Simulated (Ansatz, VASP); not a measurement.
**Na2Al in VASP and in Ansatz**

```
CELL_PARAMETERS angstrom
4.65152 0.00000 0.00000
0.00000 4.65152 0.00000
0.00000 0.00000 8.38688
ATOMIC_POSITIONS crystal
Na 0.00000 0.00000 0.00000
Na 0.50000 0.50000 0.00000
Na 0.00000 0.50000 0.35577
Na 0.50000 0.00000 0.64423
Al 0.00000 0.50000 0.73074
Al 0.50000 0.00000 0.26926
```

Alike in both runs: functional PBE; k mesh 4 × 4 × 4; occupations gaussian, width 0.1 eV; no spin polarisation.

Ansatz relaxed the structure, and its values are those at the end. VASP's run is a single point on that final structure, the one shown.

|  | VASP | Ansatz |
| --- | --- | --- |
| version | VASP 6.6.1 | Ansatz 0.2.0 |
| potentials or method | VASP PAW PBE potentials, release 64 (Na_pv, Al) | scalar-relativistic, plane waves, PAW |
| plane-wave cutoff (eV) | 520 | 420 |
| valence electrons in the cell | 34 | 42 |

|  | VASP | Ansatz | Ansatz less VASP |
| --- | --- | --- | --- |
| gap on the k mesh at the Fermi level (eV) | none | none | - |
| pressure (GPa) | 0.0 | 0.0 | 0.00 |

A gap of «none» marks a metal or a gap that the smearing closes. With one functional, cell and mesh, what is left measures potentials, basis and numerics. The two sets of potentials don't hold the same shells in valence.
